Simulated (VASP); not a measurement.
TeRu:

```xyz
2
Lattice="0.0000 3.1139 3.1139 3.1139 0.0000 3.1139 3.1139 3.1139 0.0000" Properties=species:S:1:pos:R:3 pbc="T T T"
Ru    0.0000    0.0000    0.0000
Te    1.5570    1.5570    1.5570
```

The cell comes from a database or a generator and needn't be the stable form of this composition.

Base run:

```yaml
Program: VASP 6.6.1
Functional: r2SCAN
Potentials_or_basis: VASP PAW PBE potentials, release 64 (Ru_pv, Te)
Cutoff: 520 eV
k_mesh: 5 × 5 × 5
Occupations: gaussian, width 0.05 eV
Spin: collinear spin, ferromagnetic start
Starting_moments: "[1.0, 0.0] μB"
```

Its results: pressure -11.4 GPa; site moments Ru +0.69; Te -0.04 μB.

Question: The run is repeated on the same cell with these changes: fixed moment from none to 2 μB. What comes out?

Answer: Pressure -6.6 GPa; site moments Ru +1.63; Te +0.02 μB.

Caveats: the PAW data sets were made with another functional, which shifts forces and pressure a little; the total moment is fixed, so each spin has its own Fermi level (some runs).
